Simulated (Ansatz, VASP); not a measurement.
# Ge (Germanium): VASP beside Ansatz

Aim: how closely do two programs agree when they are given the same cell, functional and k mesh? The cell is taken from a series of runs on this material, whose earlier steps may have relaxed, scaled, displaced or heated it; both programs get it as it stands.

Program: Ansatz 0.2.0. Level of theory: plane waves, with VASP 6.6.1 beside it; zone-centre phonons at PBEsol. Results are calculated unless marked as measured.

### 1. Starting point

The structure is cubic, space group Fd-3m (No. 227). Conventional cell: a = 5.787 Å, b = 5.787 Å, c = 5.787 Å, α = 90.00°, β = 90.00°, γ = 90.00°. Nearest to Ge lie 4 Ge at 2.51 Å. That group holds within 0.01 Å; judged at 0.001 Å it is R-3m (No. 166).

### 2. VASP: zone-centre phonons, PBEsol

Second derivatives magnify differences that forces hide, and they need a tight electronic threshold.

Lines of VASP's logs that name or quote its potential files are left out, and so is its time.

INCAR reads:

```
SYSTEM = Ge
PREC = Accurate
ENCUT = 500
EDIFF = 1E-08
NELM = 120
ISMEAR = 0
SIGMA = 0.015
LREAL = .FALSE.
ALGO = Normal
GGA = PS
NBANDS = 20
LORBIT = 11
LWAVE = .FALSE.
LCHARG = .FALSE.
ISIF = 2
ISYM = 2
IBRION = 8
LASPH = .TRUE.
GGA_COMPAT = .FALSE.
KPAR = 2
```

POSCAR reads:

```
Ge
1.0
   -0.0018853691      2.8924865430      2.8924865430
    2.8924865430     -0.0018853691      2.8924865430
    2.8924865430      2.8924865430     -0.0018853691
Ge
2
Direct
    0.4999136835      0.4999136835      0.4999136835
    0.7500863165      0.7500863165      0.7500863165
```

KPOINTS reads:

```
Points of the shifted mesh
1728
Reciprocal
 0.0416666667  0.0416666667  0.0416666667 1
 0.0416666667  0.0416666667  0.1250000000 1
 0.0416666667  0.0416666667  0.2083333333 1
 0.0416666667  0.0416666667  0.2916666667 1
 0.0416666667  0.0416666667  0.3750000000 1
 0.0416666667  0.0416666667  0.4583333333 1
 0.0416666667  0.0416666667  0.5416666667 1
 0.0416666667  0.0416666667  0.6250000000 1
 0.0416666667  0.0416666667  0.7083333333 1
 0.0416666667  0.0416666667  0.7916666667 1
 0.0416666667  0.0416666667  0.8750000000 1
 0.0416666667  0.0416666667  0.9583333333 1
 0.0416666667  0.1250000000  0.0416666667 1
 0.0416666667  0.1250000000  0.1250000000 1
 0.0416666667  0.1250000000  0.2083333333 1
 0.0416666667  0.1250000000  0.2916666667 1
 0.0416666667  0.1250000000  0.3750000000 1
 0.0416666667  0.1250000000  0.4583333333 1
 0.0416666667  0.1250000000  0.5416666667 1
 0.0416666667  0.1250000000  0.6250000000 1
 0.0416666667  0.1250000000  0.7083333333 1
 0.0416666667  0.1250000000  0.7916666667 1
 0.0416666667  0.1250000000  0.8750000000 1
 0.0416666667  0.1250000000  0.9583333333 1
 0.0416666667  0.2083333333  0.0416666667 1
 0.0416666667  0.2083333333  0.1250000000 1
 0.0416666667  0.2083333333  0.2083333333 1
 0.0416666667  0.2083333333  0.2916666667 1
 0.0416666667  0.2083333333  0.3750000000 1
 0.0416666667  0.2083333333  0.4583333333 1
 0.0416666667  0.2083333333  0.5416666667 1
 0.0416666667  0.2083333333  0.6250000000 1
 0.0416666667  0.2083333333  0.7083333333 1
 0.0416666667  0.2083333333  0.7916666667 1
 0.0416666667  0.2083333333  0.8750000000 1
 0.0416666667  0.2083333333  0.9583333333 1
 0.0416666667  0.2916666667  0.0416666667 1
 0.0416666667  0.2916666667  0.1250000000 1
 0.0416666667  0.2916666667  0.2083333333 1
 0.0416666667  0.2916666667  0.2916666667 1
 0.0416666667  0.2916666667  0.3750000000 1
 0.0416666667  0.2916666667  0.4583333333 1
 0.0416666667  0.2916666667  0.5416666667 1
 0.0416666667  0.2916666667  0.6250000000 1
 0.0416666667  0.2916666667  0.7083333333 1
 0.0416666667  0.2916666667  0.7916666667 1
 0.0416666667  0.2916666667  0.8750000000 1
 0.0416666667  0.2916666667  0.9583333333 1
 0.0416666667  0.3750000000  0.0416666667 1
 0.0416666667  0.3750000000  0.1250000000 1
 0.0416666667  0.3750000000  0.2083333333 1
 0.0416666667  0.3750000000  0.2916666667 1
 0.0416666667  0.3750000000  0.3750000000 1
 0.0416666667  0.3750000000  0.4583333333 1
 0.0416666667  0.3750000000  0.5416666667 1
 0.0416666667  0.3750000000  0.6250000000 1
 0.0416666667  0.3750000000  0.7083333333 1
 0.0416666667  0.3750000000  0.7916666667 1
 0.0416666667  0.3750000000  0.8750000000 1
 0.0416666667  0.3750000000  0.9583333333 1
 0.0416666667  0.4583333333  0.0416666667 1
 0.0416666667  0.4583333333  0.1250000000 1
 0.0416666667  0.4583333333  0.2083333333 1
 0.0416666667  0.4583333333  0.2916666667 1
 0.0416666667  0.4583333333  0.3750000000 1
 0.0416666667  0.4583333333  0.4583333333 1
 0.0416666667  0.4583333333  0.5416666667 1
 0.0416666667  0.4583333333  0.6250000000 1
 0.0416666667  0.4583333333  0.7083333333 1
 0.0416666667  0.4583333333  0.7916666667 1
 0.0416666667  0.4583333333  0.8750000000 1
 0.0416666667  0.4583333333  0.9583333333 1
 0.0416666667  0.5416666667  0.0416666667 1
 0.0416666667  0.5416666667  0.1250000000 1
 0.0416666667  0.5416666667  0.2083333333 1
 0.0416666667  0.5416666667  0.2916666667 1
 0.0416666667  0.5416666667  0.3750000000 1
 0.0416666667  0.5416666667  0.4583333333 1
 0.0416666667  0.5416666667  0.5416666667 1
 0.0416666667  0.5416666667  0.6250000000 1
 0.0416666667  0.5416666667  0.7083333333 1
 0.0416666667  0.5416666667  0.7916666667 1
 0.0416666667  0.5416666667  0.8750000000 1
 0.0416666667  0.5416666667  0.9583333333 1
 0.0416666667  0.6250000000  0.0416666667 1
 0.0416666667  0.6250000000  0.1250000000 1
 0.0416666667  0.6250000000  0.2083333333 1
 0.0416666667  0.6250000000  0.2916666667 1
 0.0416666667  0.6250000000  0.3750000000 1
 0.0416666667  0.6250000000  0.4583333333 1
 0.0416666667  0.6250000000  0.5416666667 1
 0.0416666667  0.6250000000  0.6250000000 1
 0.0416666667  0.6250000000  0.7083333333 1
 0.0416666667  0.6250000000  0.7916666667 1
 0.0416666667  0.6250000000  0.8750000000 1
 0.0416666667  0.6250000000  0.9583333333 1
 0.0416666667  0.7083333333  0.0416666667 1
 0.0416666667  0.7083333333  0.1250000000 1
 0.0416666667  0.7083333333  0.2083333333 1
 0.0416666667  0.7083333333  0.2916666667 1
 0.0416666667  0.7083333333  0.3750000000 1
 0.0416666667  0.7083333333  0.4583333333 1
 0.0416666667  0.7083333333  0.5416666667 1
 0.0416666667  0.7083333333  0.6250000000 1
 0.0416666667  0.7083333333  0.7083333333 1
 0.0416666667  0.7083333333  0.7916666667 1
 0.0416666667  0.7083333333  0.8750000000 1
 0.0416666667  0.7083333333  0.9583333333 1
 0.0416666667  0.7916666667  0.0416666667 1
 0.0416666667  0.7916666667  0.1250000000 1
 0.0416666667  0.7916666667  0.2083333333 1
 0.0416666667  0.7916666667  0.2916666667 1
[... 1390 lines left out ...]
 0.8750000000  0.4583333333  0.1250000000 1
 0.8750000000  0.4583333333  0.2083333333 1
 0.8750000000  0.4583333333  0.2916666667 1
 0.8750000000  0.4583333333  0.3750000000 1
 0.8750000000  0.4583333333  0.4583333333 1
 0.8750000000  0.4583333333  0.5416666667 1
 0.8750000000  0.4583333333  0.6250000000 1
 0.8750000000  0.4583333333  0.7083333333 1
 0.8750000000  0.4583333333  0.7916666667 1
 0.8750000000  0.4583333333  0.8750000000 1
 0.8750000000  0.4583333333  0.9583333333 1
 0.8750000000  0.5416666667  0.0416666667 1
 0.8750000000  0.5416666667  0.1250000000 1
 0.8750000000  0.5416666667  0.2083333333 1
 0.8750000000  0.5416666667  0.2916666667 1
 0.8750000000  0.5416666667  0.3750000000 1
 0.8750000000  0.5416666667  0.4583333333 1
 0.8750000000  0.5416666667  0.5416666667 1
 0.8750000000  0.5416666667  0.6250000000 1
 0.8750000000  0.5416666667  0.7083333333 1
 0.8750000000  0.5416666667  0.7916666667 1
 0.8750000000  0.5416666667  0.8750000000 1
 0.8750000000  0.5416666667  0.9583333333 1
 0.8750000000  0.6250000000  0.0416666667 1
 0.8750000000  0.6250000000  0.1250000000 1
 0.8750000000  0.6250000000  0.2083333333 1
 0.8750000000  0.6250000000  0.2916666667 1
 0.8750000000  0.6250000000  0.3750000000 1
 0.8750000000  0.6250000000  0.4583333333 1
 0.8750000000  0.6250000000  0.5416666667 1
 0.8750000000  0.6250000000  0.6250000000 1
 0.8750000000  0.6250000000  0.7083333333 1
 0.8750000000  0.6250000000  0.7916666667 1
 0.8750000000  0.6250000000  0.8750000000 1
 0.8750000000  0.6250000000  0.9583333333 1
 0.8750000000  0.7083333333  0.0416666667 1
 0.8750000000  0.7083333333  0.1250000000 1
 0.8750000000  0.7083333333  0.2083333333 1
 0.8750000000  0.7083333333  0.2916666667 1
 0.8750000000  0.7083333333  0.3750000000 1
 0.8750000000  0.7083333333  0.4583333333 1
 0.8750000000  0.7083333333  0.5416666667 1
 0.8750000000  0.7083333333  0.6250000000 1
 0.8750000000  0.7083333333  0.7083333333 1
 0.8750000000  0.7083333333  0.7916666667 1
 0.8750000000  0.7083333333  0.8750000000 1
 0.8750000000  0.7083333333  0.9583333333 1
 0.8750000000  0.7916666667  0.0416666667 1
 0.8750000000  0.7916666667  0.1250000000 1
 0.8750000000  0.7916666667  0.2083333333 1
 0.8750000000  0.7916666667  0.2916666667 1
 0.8750000000  0.7916666667  0.3750000000 1
 0.8750000000  0.7916666667  0.4583333333 1
 0.8750000000  0.7916666667  0.5416666667 1
 0.8750000000  0.7916666667  0.6250000000 1
 0.8750000000  0.7916666667  0.7083333333 1
 0.8750000000  0.7916666667  0.7916666667 1
 0.8750000000  0.7916666667  0.8750000000 1
 0.8750000000  0.7916666667  0.9583333333 1
 0.8750000000  0.8750000000  0.0416666667 1
 0.8750000000  0.8750000000  0.1250000000 1
 0.8750000000  0.8750000000  0.2083333333 1
 0.8750000000  0.8750000000  0.2916666667 1
 0.8750000000  0.8750000000  0.3750000000 1
 0.8750000000  0.8750000000  0.4583333333 1
 0.8750000000  0.8750000000  0.5416666667 1
 0.8750000000  0.8750000000  0.6250000000 1
 0.8750000000  0.8750000000  0.7083333333 1
 0.8750000000  0.8750000000  0.7916666667 1
 0.8750000000  0.8750000000  0.8750000000 1
 0.8750000000  0.8750000000  0.9583333333 1
 0.8750000000  0.9583333333  0.0416666667 1
 0.8750000000  0.9583333333  0.1250000000 1
 0.8750000000  0.9583333333  0.2083333333 1
 0.8750000000  0.9583333333  0.2916666667 1
 0.8750000000  0.9583333333  0.3750000000 1
 0.8750000000  0.9583333333  0.4583333333 1
 0.8750000000  0.9583333333  0.5416666667 1
 0.8750000000  0.9583333333  0.6250000000 1
 0.8750000000  0.9583333333  0.7083333333 1
 0.8750000000  0.9583333333  0.7916666667 1
 0.8750000000  0.9583333333  0.8750000000 1
 0.8750000000  0.9583333333  0.9583333333 1
 0.9583333333  0.0416666667  0.0416666667 1
 0.9583333333  0.0416666667  0.1250000000 1
 0.9583333333  0.0416666667  0.2083333333 1
 0.9583333333  0.0416666667  0.2916666667 1
 0.9583333333  0.0416666667  0.3750000000 1
 0.9583333333  0.0416666667  0.4583333333 1
 0.9583333333  0.0416666667  0.5416666667 1
 0.9583333333  0.0416666667  0.6250000000 1
 0.9583333333  0.0416666667  0.7083333333 1
 0.9583333333  0.0416666667  0.7916666667 1
 0.9583333333  0.0416666667  0.8750000000 1
 0.9583333333  0.0416666667  0.9583333333 1
 0.9583333333  0.1250000000  0.0416666667 1
 0.9583333333  0.1250000000  0.1250000000 1
 0.9583333333  0.1250000000  0.2083333333 1
 0.9583333333  0.1250000000  0.2916666667 1
 0.9583333333  0.1250000000  0.3750000000 1
 0.9583333333  0.1250000000  0.4583333333 1
 0.9583333333  0.1250000000  0.5416666667 1
 0.9583333333  0.1250000000  0.6250000000 1
 0.9583333333  0.1250000000  0.7083333333 1
 0.9583333333  0.1250000000  0.7916666667 1
 0.9583333333  0.1250000000  0.8750000000 1
 0.9583333333  0.1250000000  0.9583333333 1
 0.9583333333  0.2083333333  0.0416666667 1
 0.9583333333  0.2083333333  0.1250000000 1
 0.9583333333  0.2083333333  0.2083333333 1
 0.9583333333  0.2083333333  0.2916666667 1
 0.9583333333  0.2083333333  0.3750000000 1
 0.9583333333  0.2083333333  0.4583333333 1
 0.9583333333  0.2083333333  0.5416666667 1
 0.9583333333  0.2083333333  0.6250000000 1
 0.9583333333  0.2083333333  0.7083333333 1
 0.9583333333  0.2083333333  0.7916666667 1
 0.9583333333  0.2083333333  0.8750000000 1
 0.9583333333  0.2083333333  0.9583333333 1
 0.9583333333  0.2916666667  0.0416666667 1
 0.9583333333  0.2916666667  0.1250000000 1
 0.9583333333  0.2916666667  0.2083333333 1
 0.9583333333  0.2916666667  0.2916666667 1
 0.9583333333  0.2916666667  0.3750000000 1
 0.9583333333  0.2916666667  0.4583333333 1
 0.9583333333  0.2916666667  0.5416666667 1
 0.9583333333  0.2916666667  0.6250000000 1
 0.9583333333  0.2916666667  0.7083333333 1
 0.9583333333  0.2916666667  0.7916666667 1
 0.9583333333  0.2916666667  0.8750000000 1
 0.9583333333  0.2916666667  0.9583333333 1
 0.9583333333  0.3750000000  0.0416666667 1
 0.9583333333  0.3750000000  0.1250000000 1
 0.9583333333  0.3750000000  0.2083333333 1
 0.9583333333  0.3750000000  0.2916666667 1
 0.9583333333  0.3750000000  0.3750000000 1
 0.9583333333  0.3750000000  0.4583333333 1
 0.9583333333  0.3750000000  0.5416666667 1
 0.9583333333  0.3750000000  0.6250000000 1
 0.9583333333  0.3750000000  0.7083333333 1
 0.9583333333  0.3750000000  0.7916666667 1
 0.9583333333  0.3750000000  0.8750000000 1
 0.9583333333  0.3750000000  0.9583333333 1
 0.9583333333  0.4583333333  0.0416666667 1
 0.9583333333  0.4583333333  0.1250000000 1
 0.9583333333  0.4583333333  0.2083333333 1
 0.9583333333  0.4583333333  0.2916666667 1
 0.9583333333  0.4583333333  0.3750000000 1
 0.9583333333  0.4583333333  0.4583333333 1
 0.9583333333  0.4583333333  0.5416666667 1
 0.9583333333  0.4583333333  0.6250000000 1
 0.9583333333  0.4583333333  0.7083333333 1
 0.9583333333  0.4583333333  0.7916666667 1
 0.9583333333  0.4583333333  0.8750000000 1
 0.9583333333  0.4583333333  0.9583333333 1
 0.9583333333  0.5416666667  0.0416666667 1
 0.9583333333  0.5416666667  0.1250000000 1
 0.9583333333  0.5416666667  0.2083333333 1
 0.9583333333  0.5416666667  0.2916666667 1
 0.9583333333  0.5416666667  0.3750000000 1
 0.9583333333  0.5416666667  0.4583333333 1
 0.9583333333  0.5416666667  0.5416666667 1
 0.9583333333  0.5416666667  0.6250000000 1
 0.9583333333  0.5416666667  0.7083333333 1
 0.9583333333  0.5416666667  0.7916666667 1
 0.9583333333  0.5416666667  0.8750000000 1
 0.9583333333  0.5416666667  0.9583333333 1
 0.9583333333  0.6250000000  0.0416666667 1
 0.9583333333  0.6250000000  0.1250000000 1
 0.9583333333  0.6250000000  0.2083333333 1
 0.9583333333  0.6250000000  0.2916666667 1
 0.9583333333  0.6250000000  0.3750000000 1
 0.9583333333  0.6250000000  0.4583333333 1
 0.9583333333  0.6250000000  0.5416666667 1
 0.9583333333  0.6250000000  0.6250000000 1
 0.9583333333  0.6250000000  0.7083333333 1
 0.9583333333  0.6250000000  0.7916666667 1
 0.9583333333  0.6250000000  0.8750000000 1
 0.9583333333  0.6250000000  0.9583333333 1
 0.9583333333  0.7083333333  0.0416666667 1
 0.9583333333  0.7083333333  0.1250000000 1
 0.9583333333  0.7083333333  0.2083333333 1
 0.9583333333  0.7083333333  0.2916666667 1
 0.9583333333  0.7083333333  0.3750000000 1
 0.9583333333  0.7083333333  0.4583333333 1
 0.9583333333  0.7083333333  0.5416666667 1
 0.9583333333  0.7083333333  0.6250000000 1
 0.9583333333  0.7083333333  0.7083333333 1
 0.9583333333  0.7083333333  0.7916666667 1
 0.9583333333  0.7083333333  0.8750000000 1
 0.9583333333  0.7083333333  0.9583333333 1
 0.9583333333  0.7916666667  0.0416666667 1
 0.9583333333  0.7916666667  0.1250000000 1
 0.9583333333  0.7916666667  0.2083333333 1
 0.9583333333  0.7916666667  0.2916666667 1
 0.9583333333  0.7916666667  0.3750000000 1
 0.9583333333  0.7916666667  0.4583333333 1
 0.9583333333  0.7916666667  0.5416666667 1
 0.9583333333  0.7916666667  0.6250000000 1
 0.9583333333  0.7916666667  0.7083333333 1
 0.9583333333  0.7916666667  0.7916666667 1
 0.9583333333  0.7916666667  0.8750000000 1
 0.9583333333  0.7916666667  0.9583333333 1
 0.9583333333  0.8750000000  0.0416666667 1
 0.9583333333  0.8750000000  0.1250000000 1
 0.9583333333  0.8750000000  0.2083333333 1
 0.9583333333  0.8750000000  0.2916666667 1
 0.9583333333  0.8750000000  0.3750000000 1
 0.9583333333  0.8750000000  0.4583333333 1
 0.9583333333  0.8750000000  0.5416666667 1
 0.9583333333  0.8750000000  0.6250000000 1
 0.9583333333  0.8750000000  0.7083333333 1
 0.9583333333  0.8750000000  0.7916666667 1
 0.9583333333  0.8750000000  0.8750000000 1
 0.9583333333  0.8750000000  0.9583333333 1
 0.9583333333  0.9583333333  0.0416666667 1
 0.9583333333  0.9583333333  0.1250000000 1
 0.9583333333  0.9583333333  0.2083333333 1
 0.9583333333  0.9583333333  0.2916666667 1
 0.9583333333  0.9583333333  0.3750000000 1
 0.9583333333  0.9583333333  0.4583333333 1
 0.9583333333  0.9583333333  0.5416666667 1
 0.9583333333  0.9583333333  0.6250000000 1
 0.9583333333  0.9583333333  0.7083333333 1
 0.9583333333  0.9583333333  0.7916666667 1
 0.9583333333  0.9583333333  0.8750000000 1
 0.9583333333  0.9583333333  0.9583333333 1
```

The projector-augmented-wave data sets are Ge_d (PBE family, release 64).

Launch:

```bash
mpirun -np 2 vasp_std
```

Numbers of over 12 decimals in the logs are rounded to 6 here.

The program printed:

```text
[banner, memory and clock lines left out]
running    2 mpi-ranks, on    1 nodes
 distrk:  each k-point on    1 cores,    2 groups
 distr:  one band on    1 cores,    1 groups

 POSCAR found type information on POSCAR Ge
 POSCAR found :  1 types and       2 ions
|                                                                             |
|               ----> ADVICE to this user running VASP <----                  |
|                                                                             |
|     You enforced a specific xc type in the INCAR file but a different       |
|     [... a line on the potential file left out ...]
|     I HOPE YOU KNOW WHAT YOU ARE DOING!                                     |
|                                                                             |

 LDA part: xc-table for (Slater+PW92), standard interpolation
 POSCAR, INCAR and KPOINTS ok, starting setup
 FFT: planning ... GRIDC
 FFT: planning ... GRID_SOFT
 FFT: planning ... GRID
 WAVECAR not read
 entering main loop
       N       E                     dE             d eps       ncg     rms          rms(c)
DAV:   1     0.183193511086E+03    0.18319E+03   -0.14699E+04 74440   0.365E+03
DAV:   2     0.161665873873E+02   -0.16703E+03   -0.16274E+03 69252   0.585E+02
DAV:   3    -0.911740474427E+01   -0.25284E+02   -0.25111E+02 78164   0.145E+02
DAV:   4    -0.995333195688E+01   -0.83593E+00   -0.83531E+00 78000   0.310E+01
DAV:   5    -0.996763332493E+01   -0.14301E-01   -0.14301E-01 77472   0.446E+00    0.297E+00
DAV:   6    -0.988314277016E+01    0.84491E-01   -0.32984E-02 92428   0.242E+00    0.169E+00
DAV:   7    -0.984232307547E+01    0.40820E-01   -0.51147E-02 74652   0.247E+00    0.150E-01
DAV:   8    -0.984317090216E+01   -0.84783E-03   -0.61912E-03 77172   0.117E+00    0.500E-02
DAV:   9    -0.984330286883E+01   -0.13197E-03   -0.22731E-04 76280   0.206E-01    0.115E-02
DAV:  10    -0.984332176952E+01   -0.18901E-04   -0.24796E-05 91100   0.417E-02    0.530E-03
DAV:  11    -0.984332294100E+01   -0.11715E-05   -0.51920E-06 92704   0.367E-02    0.149E-03
DAV:  12    -0.984332253675E+01    0.40426E-06   -0.96066E-07 92108   0.195E-02    0.262E-04
DAV:  13    -0.984332251760E+01    0.19146E-07   -0.17844E-08 63224   0.143E-03    0.132E-04
DAV:  14    -0.984332250134E+01    0.16262E-07   -0.45616E-09 45672   0.128E-03    0.283E-05
DAV:  15    -0.984332250303E+01   -0.16944E-08   -0.93570E-10 39308   0.499E-04
   1 F= -.98433225E+01 E0= -.98433124E+01  d E =-.201274E-04
 Linear response reoptimize wavefunctions to high precision
DAV:   1    -0.984332250381E+01   -0.78035E-09   -0.38336E-10 41588   0.334E-04
DAV:   2    -0.984332250383E+01   -0.21828E-10   -0.12287E-10 38188   0.138E-04
 Linear response DOF=           1
 Linear response progress:
  Degree of freedom:   1/  1
       N       E                     dE             d eps       ncg     rms          rms(c)
RMM:   1    -0.187086558226E+00   -0.18709E+00    0.80343E+00 85319   0.440E+01
RMM:   2    -0.194144377924E+00   -0.70578E-02   -0.12281E-02112198   0.101E+00    0.712E-02
RMM:   3    -0.194153640400E+00   -0.92625E-05   -0.86658E-04117726   0.301E-01    0.410E-02
RMM:   4    -0.194059734244E+00    0.93906E-04   -0.55756E-05125797   0.784E-02    0.427E-03
RMM:   5    -0.194057332587E+00    0.24017E-05   -0.38653E-06121512   0.179E-02    0.215E-03
RMM:   6    -0.194059735731E+00   -0.24031E-05   -0.22641E-07124397   0.496E-03    0.319E-04
RMM:   7    -0.194059036012E+00    0.69972E-06   -0.46273E-08127222   0.156E-03    0.169E-04
RMM:   8    -0.194058256803E+00    0.77921E-06    0.13839E-09129047   0.579E-04    0.402E-05
RMM:   9    -0.194058269966E+00   -0.13163E-07    0.14170E-08129774   0.235E-04    0.170E-05
RMM:  10    -0.194058409247E+00   -0.13928E-06   -0.31029E-09130958   0.101E-04    0.570E-06
RMM:  11    -0.194058463265E+00   -0.54019E-07   -0.10703E-08134479   0.509E-05    0.230E-06
RMM:  12    -0.194058480792E+00   -0.17527E-07   -0.69952E-09129244   0.292E-05    0.132E-06
RMM:  13    -0.194058490298E+00   -0.95060E-08   -0.72550E-10114411   0.196E-05    0.268E-07
 first order change of Fermi-energy   0.14379E+01
 force on displaced ion       1 direction 1 :  -8.609  -0.571  -0.571
 Linear response finished
```

(Part 1 of 2 ends here.)

[Lines on the potential files, build, host, timing and source positions are cut from VASP's logs without a mark.]

[Logs are printed without paths, hosts, clocks, repeated set-up lines and the standing remarks that a program may print on its own settings, such as how far it seeks lower states.]

[Hosts, paths, dates, database ids (printed as entryN), source tags and the programs' standing remarks are cut or masked in the printed files.]
